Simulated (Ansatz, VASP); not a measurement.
## One calculation of Ba2CrN2, two programs

INCAR

```
SYSTEM = Ba2CrN2
PREC = Accurate ; ENCUT = 520
EDIFF = 1E-7 ; ISMEAR = -1
SIGMA = 0.05 ; LREAL = .False.
LASPH = .True. ; NELM = 120
ALGO = Normal ; ISIF = 2
LWAVE = .False. ; LCHARG = .False.
ISPIN = 2 ; MAGMOM = 0 0 3 0 0
LORBIT = 11 ; LMAXMIX = 4
GGA = PE ; NBANDS = 33
```

KPOINTS

```
Automatic mesh
0
Gamma
  9 9 9
  0 0 0
```

File POSCAR:

```
Ba2CrN2
1.0
   -2.0828722500      2.0828722500      6.6827630000
    2.0828722500     -2.0828722500      6.6827630000
    2.0828722500      2.0828722500     -6.6827630000
Ba Cr N
2 1 2
Direct
    0.8535895000      0.8535895000      0.0000000000
    0.1464105000      0.1464105000      0.0000000000
    0.5000000000      0.5000000000      0.0000000000
    0.3668570000      0.3668570000      0.0000000000
    0.6331430000      0.6331430000      0.0000000000
```

input.yaml

```yaml
crystal:
  lattice:
    - [-2.08287225, 2.08287225, 6.682763]
    - [2.08287225, -2.08287225, 6.682763]
    - [2.08287225, 2.08287225, -6.682763]
  atoms:
    - { symbol: Ba, position: [0.8535895, 0.8535895, 0.0] }
    - { symbol: Ba, position: [0.1464105, 0.1464105, 0.0] }
    - { symbol: Cr, position: [0.5, 0.5, 0.0], spin: 3.0 }
    - { symbol: "N", position: [0.366857, 0.366857, 0.0] }
    - { symbol: "N", position: [0.633143, 0.633143, 0.0] }
hamiltonian:
  xc: pbe
  pseudopotentials: { kind: paw }
magnetization:
  spin_polarized: true
kpoints:
  mp_grid: { grid: [9, 9, 9] }
scf:
  occupations: { method: fermi_dirac, width: 0.05 }
output:
  forces: true
  stress: true
  eigenvalues: true
```

The cell comes from a database or a generator and needn't be the stable form of this composition.

Alike in both runs: task single point; functional PBE; k mesh 9 × 9 × 9; occupations fermi-dirac, width 0.05 eV; collinear spin, ferromagnetic start.

|  | VASP | Ansatz |
| --- | --- | --- |
| version | VASP 6.6.1 | Ansatz 0.2.0 |
| potentials or method | VASP PAW PBE potentials, release 64 (Ba_sv, Cr_pv, N) | Ansatz PAW |
| plane-wave cutoff (eV) | 520 | 420 |
| valence electrons in the cell | 42 | 44 |

Ansatz gave:

```
gap on the k mesh at the Fermi level (eV)                     : none
pressure (GPa)                                                : -1.1
largest component of the traceless stress (GPa)               : 0.04
rms of the force components (eV/Å)                            : 0.036
net moment per atom (μB)                                      : 0.40
size of the moment on the site where the two differ most (μB) : 1.56
```

Q: Estimate VASP's values.

A: gap on the k mesh at the Fermi level (eV): none; pressure (GPa): -0.3; largest component of the traceless stress (GPa): 0.20; rms of the force components (eV/Å): 0.039; net moment per atom (μB): 0.40; size of the moment on the site where the two differ most (μB): 2.08.

Site moments also hang on the region over which each program counts them. Atom by atom the forces differ by 0.004 eV/Å (rms over components). A gap of «none» marks a metal or a gap that the smearing closes. The two sets of potentials don't hold the same shells in valence.

Caveats: a cell with one magnetic atom can't hold antiferromagnetic order, which such compounds often take. Spin-orbit coupling is left out, which matters for the levels of Ba. With open d or f shells a metallic result of PBE can be an artefact of self-interaction; +U or a hybrid may open a gap.
